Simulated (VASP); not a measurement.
A convergence study with VASP on Y (space group no. 194 when undisturbed): a few settings are varied, all else stays as given below, so the limit is that of these other settings. One atom is moved off its site, so that forces are finite.

```yaml
crystal:
  lattice:
    - [1.81953, -3.15151, 0.00000]
    - [1.81953, 3.15151, 0.00000]
    - [0.00000, 0.00000, 5.71281]
  atoms:
    - { symbol: Y, position: [0.33333, 0.66667, 0.25875] }
    - { symbol: Y, position: [0.66667, 0.33333, 0.75000] }
```

All values below come from PBE GGA, VASP's PBE PAW potentials (set 64) (plane waves; VASP). The last row used: 300 eV cut-off, 16×16×10 Γ-centred mesh, Gaussian smearing of 0.010 eV, potentials Y_sv.

| setting | E (eV/atom) | pressure (GPa) | largest force (eV/Å) | irreducible k-points |
|---|---|---|---|---|
| SIGMA = 1.0 | -6.4589 | 1.31 | 0.166 | 264 |
| SIGMA = 0.5 | -6.4390 | 0.24 | 0.163 | 264 |
| SIGMA = 0.3 | -6.4301 | 0.00 | 0.169 | 264 |
| SIGMA = 0.2 | -6.4280 | -0.08 | 0.171 | 264 |
| SIGMA = 0.1 | -6.4276 | -0.14 | 0.174 | 264 |
| SIGMA = 0.05 | -6.4276 | -0.15 | 0.178 | 264 |
| SIGMA = 0.02 | -6.4276 | -0.15 | 0.179 | 264 |
| SIGMA = 0.01 | -6.4276 | -0.14 | 0.178 | 264 |

Left out are rungs that failed or repeat a setting and relaxations that didn't move; long series are thinned to 24 rows.

The structure is a typed Y crystal (space group no. 194). The cell was not relaxed at this level, it is distorted from the ideal structure.
